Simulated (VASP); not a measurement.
# FGeCl in VASP: settings compared

The runs below take FGeCl through single point, relaxation of the atoms, atomic charges, electron localisation function, with PBE, PBE+TS.

Program: VASP 6.6.1. These are calculated values, not measurements. Logs are shortened: lines on timing, memory, paths and dates and some standing lists are left out, and cuts for length are marked.

## 1. The molecule as given

The cell holds a molecule in a box, 3 atoms: a = 11.000 Å, b = 12.000 Å, c = 10.000 Å, α = 90.00°, β = 90.00°, γ = 90.00°.

## 2. Single point, PBE (atoms moved at random, drawn with an rms of 0.05 Å)

INCAR reads:

```
SYSTEM = GeClF
ALGO = Normal ; EDIFF = 1E-6
ENCUT = 520 ; GGA = PE
ISIF = 2 ; ISMEAR = 0
LASPH = .TRUE. ; LCHARG = .FALSE.
LREAL = .FALSE. ; LWAVE = .FALSE.
NBANDS = 21 ; NELM = 60
PREC = Accurate ; SIGMA = 0.01
```

KPOINTS reads:

```
k-points
0
G
  1 1 1
  0 0 0
```

POSCAR reads:

```
GeClF
1.0
   11.0000000000      0.0000000000      0.0000000000
    0.0000000000     12.0000000000      0.0000000000
    0.0000000000      0.0000000000     10.0000000000
F Ge Cl
1 1 1
Direct
    0.5146740000      0.6239950000      0.5398320000
    0.4387860000      0.5128980000      0.4706430000
    0.5666070000      0.3817010000      0.5319690000
```

Potentials or basis: VASP PAW PBE potentials, release 64 (F, Ge_d, Cl).

Started as:

```sh
cat potpaw_PBE.64/F/POTCAR potpaw_PBE.64/Ge_d/POTCAR potpaw_PBE.64/Cl/POTCAR > POTCAR
mpirun -np 1 vasp_gam > vasp.out
```

OUTCAR:

```text
SYSTEM = GeClF
   EDIFF = 1E-6
   ENCUT = 520
   GGA = PE
   ISIF = 2
   ISMEAR = 0
   LASPH = .TRUE.
   LREAL = .FALSE.
   NELM = 60
   PREC = Accurate

 ion  position               nearest neighbor table
   1  0.515  0.624  0.540-   2 1.72
   2  0.439  0.513  0.471-   1 1.72   3 2.20
   3  0.567  0.382  0.532-   2 2.20

  LATTYP: Found a simple orthorhombic cell.
 ALAT       =    10.0000000000
 B/A-ratio  =     1.1000000000
 C/A-ratio  =     1.2000000000

  Lattice vectors:

 A1 = (   0.0000000000,   0.0000000000,  10.0000000000)
 A2 = (  11.0000000000,   0.0000000000,   0.0000000000)
 A3 = (   0.0000000000,  12.0000000000,   0.0000000000)

Analysis of symmetry for initial positions (statically):
=====================================================================
 Subroutine PRICEL returns:
 Original cell was already a primitive cell.

 Routine SETGRP: Setting up the symmetry group for a
 simple orthorhombic supercell.

 Subroutine GETGRP returns: Found  1 space group operations
 (whereof  1 operations were pure point group operations)
 out of a pool of  8 trial point group operations.

The static configuration has the point symmetry C_1 .

Analysis of symmetry for dynamics (positions and initial velocities):
=====================================================================
 Subroutine PRICEL returns:
 Original cell was already a primitive cell.

 Routine SETGRP: Setting up the symmetry group for a
 simple orthorhombic supercell.

 Subroutine GETGRP returns: Found  1 space group operations
 (whereof  1 operations were pure point group operations)
 out of a pool of  8 trial point group operations.

The dynamic configuration has the point symmetry C_1 .

 Subroutine INISYM returns: Found  1 space group operations
 (whereof  1 operations are pure point group operations),
 and found     1 'primitive' translations

----------------------------------------------------------------------------------------

                                     Primitive cell

  volume of cell :    1320.0000

  direct lattice vectors                    reciprocal lattice vectors
    11.000000000  0.000000000  0.000000000     0.090909091  0.000000000  0.000000000
[... 58 lines left out ...]
   ISPIN  =      1    spin polarized calculation?
   LNONCOLLINEAR =      F non collinear calculations
   LSORBIT =      F    spin-orbit coupling
   LASPH  =      T    aspherical Exc in radial PAW
   ENCUT  =  520.0 eV  38.22 Ry    6.18 a.u.  20.45 22.31 18.59*2*pi/ulx,y,z
   NELM   =     60;   NELMIN=  2; NELMDL= -5     # of ELM steps
   EDIFF  = 0.1E-05   stopping-criterion for ELM
   LREAL  =      F    real-space projection
   EDIFFG = 0.1E-04   stopping-criterion for IOM
   NSW    =      0    number of steps for IOM
   IBRION =     -1    ionic relax: 0-MD 1-quasi-New 2-CG
   NFREE  =      0    steps in history (QN), initial steepest desc. (CG)
   ISIF   =      2    stress and relaxation
   ISYM   =      2    0-nonsym 1-usesym 2-fastsym
   POTIM  = 0.5000    time-step for ionic-motion
   TEBEG  =    0.0;   TEEND  =   0.0 temperature during run
   PSTRESS=    0.0 pullay stress
   NELECT =      28.0000    total number of electrons
   NUPDOWN=      -1.0000    fix difference up-down
   EMIN   =  10.00;   EMAX   =-10.00  energy-range for DOS
   EFERMI =   0.00;   METHOD = LEGACY
   ISMEAR =     0;   SIGMA  =   0.01  broadening in eV -4-tet -1-fermi 0-gaus
   EFERMI_NEDOS =   21; number of points for ismear=-14 and -15
   IALGO  =     38    algorithm
   IMIX   =      4    mixing-type and parameters
     AMIX     =   0.40;   BMIX     =  1.00
     AMIX_MAG =   1.60;   BMIX_MAG =  1.00
  volume/ion in A,a.u.               =     440.00      2969.27
  Fermi-wavevector in a.u.,A,eV,Ry     =   0.453179  0.856384  2.794242  0.205371
  Thomas-Fermi vector in A             =   1.435452
   LORBIT       =      0    0 simple, 1 ext, 2 COOP (PROOUT), +10 PAW based schemes
   GGA     = PE    functional components
   LHFCALC =     F    Hartree Fock is set to
   AEXX    =    0.0000 exact exchange contribution
   IVDW    =     0    specifies the selected vdW correction
   LEPSILON=     F    determine dielectric tensor
   LRPA    =     F    only Hartree local field effects (RPA)
 non-spin polarized calculation
 Gauss-broadening in eV      SIGMA  =   0.01
  energy-cutoff  :      520.00
  volume of cell :     1320.00
 maximum number of plane-waves:     17809
 NGX is ok and might be reduce to    84
   NGX = 41   NGY = 45   NGZ = 37

 number of electron      28.0000006 magnetization

 Free energy of the ion-electron system (eV)
  ---------------------------------------------------
  ext. energy  EPLUGINS =         0.00000000
  ---------------------------------------------------
  free energy    TOTEN  =       -11.79762764 eV

  energy without entropy =      -11.79762764  energy(sigma->0) =      -11.79762764

 E-fermi :  -6.9564     XC(G=0):  -0.9245

 val. band max:       -7.0320992969   @ k =   0.0000   0.0000   0.0000
 cond. band min:      -3.2757075568   @ k =   0.0000   0.0000   0.0000
 fundamental gap:      3.7563917400
 Fermi energy:        -6.9564126587

 k-point     1 :       0.0000    0.0000    0.0000
  band No.  band energies     occupation
      1     -30.5424      2.00000
      2     -29.8679      2.00000
      3     -29.8556      2.00000
      4     -29.7929      2.00000
      5     -29.6705      2.00000
      6     -28.1748      2.00000
[... 13 lines left out ...]
     20       1.1002      0.00000
     21       1.2054      0.00000

------------------------ aborting loop because EDIFF is reached ----------------------------------------

  FORCE on cell =-STRESS in cart. coord.  units (eV):
  Direction    XX          YY          ZZ          XY          YZ          ZX
  --------------------------------------------------------------------------------------
  -------------------------------------------------------------------------------------
  Total        0.5957294      1.8592675      0.3636538      0.8258882      0.7718106      0.5253188
  in kB        0.7230789      2.2567245      0.4413923      1.0024390      0.9368011      0.6376166
  external PRESSURE =       1.1403985 kB  Pullay stress =       0.0000000 kB

 VOLUME and BASIS-vectors are now :
 -----------------------------------------------------------------------------
  energy-cutoff  :      520.00
  volume of cell :     1320.00
      direct lattice vectors                 reciprocal lattice vectors
    11.000000000  0.000000000  0.000000000     0.090909091  0.000000000  0.000000000
     0.000000000 12.000000000  0.000000000     0.000000000  0.083333333  0.000000000
     0.000000000  0.000000000 10.000000000     0.000000000  0.000000000  0.100000000

 POSITION                                       TOTAL-FORCE (eV/Angst)
 -----------------------------------------------------------------------------------
      5.66141      7.48794      5.39832         0.696414      1.254419      0.599537
      4.82665      6.15478      4.70643        -0.761195     -1.097090     -0.616871
      6.23268      4.58041      5.31969         0.064781     -0.157329      0.017334
 -----------------------------------------------------------------------------------
    total drift:                                0.000970      0.002387      0.000445

  FREE ENERGIE OF THE ION-ELECTRON SYSTEM (eV)
  ---------------------------------------------------
  free  energy   TOTEN  =       -11.7976276394 eV

  energy  without entropy=      -11.7976276394  energy(sigma->0) =      -11.79762764
```

OSZICAR:

```text
N       E                     dE             d eps       ncg     rms          rms(c)
DAV:   1     0.240427198802E+03    0.24043E+03   -0.10200E+04    50   0.886E+02
DAV:   2     0.683165992002E+02   -0.17211E+03   -0.16527E+03    55   0.194E+02
DAV:   3    -0.724759687117E+01   -0.75564E+02   -0.75008E+02    60   0.109E+02
[... 15 lines left out ...]
DAV:  19    -0.117976016660E+02   -0.37328E-04   -0.27968E-06    47   0.552E-03    0.139E-03
DAV:  20    -0.117976206674E+02   -0.19001E-04   -0.14184E-06    42   0.380E-03    0.682E-04
DAV:  21    -0.117976242598E+02   -0.35924E-05   -0.15764E-07    47   0.214E-03    0.519E-04
DAV:  22    -0.117976268445E+02   -0.25847E-05   -0.14581E-07    52   0.160E-03    0.289E-04
DAV:  23    -0.117976276394E+02   -0.79492E-06   -0.58852E-08    52   0.772E-04
   1 F= -.11797628E+02 E0= -.11797628E+02  d E =-.746463E-27
```

stdout:

```text
POSCAR found type information on POSCAR F GeCl
 POSCAR found :  3 types and       3 ions
 scaLAPACK will be used
 LDA part: xc-table for (Slater+PW92), standard interpolation
 POSCAR, INCAR and KPOINTS ok, starting setup
 FFT: planning ... GRIDC
 FFT: planning ... GRID_SOFT
 FFT: planning ... GRID
 WAVECAR not read
 entering main loop
```

Run time: 2.1 min. Hardware: 1 thread of AMD EPYC 7R13 (Zen 3), shared host; peak memory 1 GiB.

Results:

```
Free energy                     : -11.7976 eV
Largest force                   : 1.555 eV/Å
Gap between the frontier levels : 3.76 eV
```

Forces on the atoms (eV/Å):
```
F    0.696  1.254  0.600
Ge  -0.761 -1.097 -0.617
Cl   0.065 -0.157  0.017
```

## 3. Relaxation of the atoms, PBE (atoms moved at random, drawn with an rms of 0.02 Å)

INCAR reads:

```
SYSTEM = GeClF
ALGO = Normal
EDIFF = 1E-6
EDIFFG = -0.01
ENCUT = 520
GGA = PE
IBRION = 2
ISIF = 2
ISMEAR = 0
LASPH = .TRUE.
LCHARG = .FALSE.
LREAL = .FALSE.
LWAVE = .FALSE.
NELM = 80
NSW = 40
PREC = Accurate
SIGMA = 0.01
```

KPOINTS is that of step 2.

POSCAR reads:

```
GeClF
1.0
   11.0000000000      0.0000000000      0.0000000000
    0.0000000000     12.0000000000      0.0000000000
    0.0000000000      0.0000000000     10.0000000000
F Ge Cl
1 1 1
Direct
    0.5156830000      0.6241470000      0.5352300000
    0.4373700000      0.5086520000      0.4738960000
    0.5634310000      0.3800120000      0.5321920000
```

Potentials or basis: VASP PAW PBE potentials, release 64 (F, Ge_d, Cl).

Started as:

```sh
cat potpaw_PBE.64/F/POTCAR potpaw_PBE.64/Ge_d/POTCAR potpaw_PBE.64/Cl/POTCAR > POTCAR
mpirun -np 1 vasp_gam > vasp.out
```

Run time: 11 min. Hardware: 1 thread of AMD EPYC 7R13 (Zen 3), shared host; peak memory 1.2 GiB.

The run converged. Its results:

```
Free energy                     : -11.8455 eV
Energy gained by relaxing       : 11.1 meV/atom
Ionic steps                     : 9
Largest force after relaxing    : 0.006 eV/Å
Gap between the frontier levels : 3.72 eV
```

Forces in eV/Å, atoms in the order of the input:
```
F    0.000  0.002  0.003
Ge  -0.002  0.000 -0.006
Cl   0.003 -0.002  0.003
```

Step by step:
| step | energy change (eV) | largest force (eV/Å) | pressure (GPa) |
| --- | --- | --- | --- |
| 1 | 0.0000 | 1.0719 | 0.12 |
| 2 | -0.0066 | 0.9908 | -0.09 |
| 3 | -0.0304 | 0.2204 | 0.00 |
| 4 | -0.0324 | 0.0775 | -0.01 |
| 5 | -0.0324 | 0.0658 | 0.00 |
| 6 | -0.0327 | 0.0537 | -0.01 |
| 7 | -0.0334 | 0.0195 | -0.01 |
| 8 | -0.0328 | 0.0486 | -0.01 |
| 9 | -0.0334 | 0.0064 | -0.01 |

Final structure:
```xyz
3
Lattice="11.0000 0.0000 0.0000 0.0000 12.0000 0.0000 0.0000 0.0000 10.0000" Properties=species:S:1:pos:R:3 pbc="T T T"
F     5.6737    7.5221    5.3575
Ge    4.7960    6.1054    4.7295
Cl    6.2117    4.5262    5.3262
```

Levels at points of the mesh, in eV from the valence-band top:
```
           k point  band 11  band 12  band 13  band 14  band 15  band 16  band 17  band 18
(0.00, 0.00, 0.00)    -2.27    -0.76    -0.51     0.00     3.72     6.17     6.41     6.87
```

(Continued in part 2 of 2.)
